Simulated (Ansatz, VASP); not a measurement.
Given: the input of a run of VASP 6.6.1 on MgB. Atoms were shifted at random by some hundredths of an Å from the given cell, which wasn't relaxed again for these runs. The cell comes from a database or a generator and needn't be the stable form of this composition.

File INCAR:

```
PREC     = Accurate       # precision mode
ENCUT    = 520            # plane-wave cutoff, eV
EDIFF    = 1E-7           # SCF threshold, eV
ISMEAR   = -1             # smearing method
SIGMA    = 0.05           # smearing width, eV
LREAL    = False          # projectors in reciprocal space
LASPH    = True           # aspherical terms in the spheres
NELM     = 100            # most SCF steps
ALGO     = Normal         # electronic algorithm
ISIF     = 2              # what is computed and relaxed
LWAVE    = False          # write WAVECAR
LCHARG   = False          # write CHGCAR
GGA      = PE             # functional
NBANDS   = 10             # bands
```

File KPOINTS:

```
regular mesh
0
Gamma
  9 9 9
```

Contents of POSCAR:

```
MgB
1.0
    2.8951500000      0.0000000000      0.0000000000
    0.0000000000      2.8951500000      0.0000000000
    0.0000000000      0.0000000000      2.8951500000
Mg B
1 1
Direct
   -0.0052070000      0.0042900000     -0.0039160000
    0.5067340000      0.4856170000      0.5027170000
```

Potentials or basis: VASP PAW PBE potentials, release 64 (Mg, B).

The run is started by

```sh
$ cat potpaw_PBE.64/Mg/POTCAR potpaw_PBE.64/B/POTCAR > POTCAR
$ mpirun -np 1 vasp_std > vasp.out
```

Q: Translate it to Ansatz 0.2.0. Potentials or basis there: Ansatz PAW, cutoff 420 eV.

A: As run (cutoffs and basis follow the program's own potentials, and thresholds, step limits or extra output files can differ):

File input.yaml:

```yaml
crystal:
  lattice:
    - [2.89515, 0.0, 0.0]
    - [0.0, 2.89515, 0.0]
    - [0.0, 0.0, 2.89515]
  atoms:
    - { symbol: Mg, position: [-0.005207, 0.00429, -0.003916] }
    - { symbol: B, position: [0.506734, 0.485617, 0.502717] }
hamiltonian:
  xc: pbe
  pseudopotentials: { kind: paw }
kpoints:
  mp_grid: { grid: [9, 9, 9] }
scf:
  occupations: { method: fermi_dirac, width: 0.05 }
output:
  forces: true
  stress: true
  eigenvalues: true
```

Potentials or basis: Ansatz PAW.

Launch:

```sh
$ ansatz run input.yaml --threads 1 --pin off --max-ram 3584MiB --backend cpu --events-out ev --progress --plain --runs-dir out
```

Both were run:

|  | VASP | Ansatz |
| --- | --- | --- |
| Pressure | 0.1 GPa | 0.3 GPa |
| Largest force | 0.279 eV/Å | 0.277 eV/Å |

Ansatz's pressure holds a Pulay term of +0.09 GPa for its cutoff of 420 eV, which the other run lacks.

The potentials hold 5 and 13 valence electrons a cell.

Where Ansatz's input types no cutoff or centring, it takes its own default and a Γ-centred mesh.

Pressure is positive in compression.
